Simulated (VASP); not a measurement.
An input for Ansatz (written as the equivalent of a VASP run, and not itself run):

Ansatz 0.2 input:
```yaml
crystal:
  lattice:
    - [3.7384894, 0.0000001, 0.0000000]
    - [-1.8692441, 3.2376265, 0.0000000]
    - [0.0000000, 0.0000000, 4.2677308]
  atoms:
    - { symbol: Br, position: [0.3333330, 0.6666670, 0.2500000] }
    - { symbol: Br, position: [0.6666670, 0.3333330, 0.7500000] }
kpoints:
  mp_grid: { grid: [13, 13, 10] }
hamiltonian:
  xc: pbesol
  pseudopotentials: { kind: paw }
scf:
  occupations: { method: tetrahedron }
  max_iter: 100
output: { forces: true, stress: true, eigenvalues: true }
```

Task: Translate this input to VASP (INCAR, KPOINTS, POSCAR, choice of POTCAR).

Result: This is not unique; one that fits is 
### INCAR
```
! general
SYSTEM  = Br
PREC    = Accurate
ENCUT   = 400
LREAL   = .False.
LASPH   = .True.

! electronic loop
EDIFF   = 1E-7
NELM    = 100
ALGO    = Normal
LMAXMIX = 4

! smearing
ISMEAR  = -5

! functional
GGA     = PS

! ions
ISIF    = 2

! output
LWAVE   = .False.
LCHARG  = .True.
LORBIT  = 11
NEDOS   = 601
```

KPOINTS:
```
Automatic mesh
0
Gamma
13 13 10
0 0 0
```

**POSCAR**
```
Br
1.0
  3.7384894205   0.0000000659   0.0000000000
 -1.8692440950   3.2376264979   0.0000000000
  0.0000000000   0.0000000000   4.2677307567
Br
2
Cart
 -0.0000014591   2.1584187664   1.0669326892
  1.8692467846   1.0792077974   3.2007980675
```

POTCAR, in this order: Br (PBE.64 set). Program: vasp_std.

What does not carry over: each code has its own PAW files, so the cut-off isn't converted (ENCUT is set for VASP's; basis.ecutwfc is left out, and Ansatz then takes the one that its files recommend); Ansatz stops its SCF on the density residual and VASP on the energy change (EDIFF).

The structure was generated: Br was put into the hcp type (P6_3/mmc), which need not be its known phase. It was relaxed first.
